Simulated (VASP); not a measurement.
Runs of VASP 6.6.1 on Ag. It takes space group Fm-3m (No. 225, cubic). Conventional cell: a = 4.135 Å, b = 4.135 Å, c = 4.135 Å, α = 90.00°, β = 90.00°, γ = 90.00°. Around Ag (site symmetry m-3m) lie 12 Ag at 2.92 Å. 

```csv
task,level,potentials or basis,cell,k mesh,cutoff (eV),mesh quality,gap on the mesh (eV),pressure (GPa),relaxed volume (Å³/atom)
relaxation of cell and atoms,PBE,"VASP PAW PBE potentials, release 64 (Ag)",relaxed,18 × 18 × 18,600,not flagged,none,0.0,(b)
relaxation of cell and atoms,PBEsol,"VASP PAW PBE potentials, release 64 (Ag)",relaxed,6 × 6 × 6,600,coarse,none,0.0,16.75
relaxation of cell and atoms,PBE+D3(BJ),"VASP PAW PBE potentials, release 64 (Ag)",relaxed,18 × 18 × 18,600,not flagged,none,0.0,16.87
relaxation of cell and atoms,LDA,"VASP PAW LDA potentials, release 64 (Ag)",relaxed,18 × 18 × 18,600,not flagged,none,0.0,16.04
single point,PBEsol,"VASP PAW PBE potentials, release 64 (Ag)",as given,18 × 18 × 18,520,not flagged,none,(a),-
```

Alike in all rows: no spin polarisation; smearing gaussian 0.1 eV.

Q: Estimate the missing entries.

A: (a) -6.1; (b) 17.81.

Caveats: some runs use coarse meshes; the PAW data sets were made with another functional, which shifts forces and pressure a little (some runs); pairwise dispersion overbinds metals, which lowers pressure and volume (some runs).

A k mesh can miss the band edges, and the runs leave out spin-orbit coupling on Ag.

A gap of «none» marks a metal or a gap under the smearing width.

Not every run made on this cell is shown here.
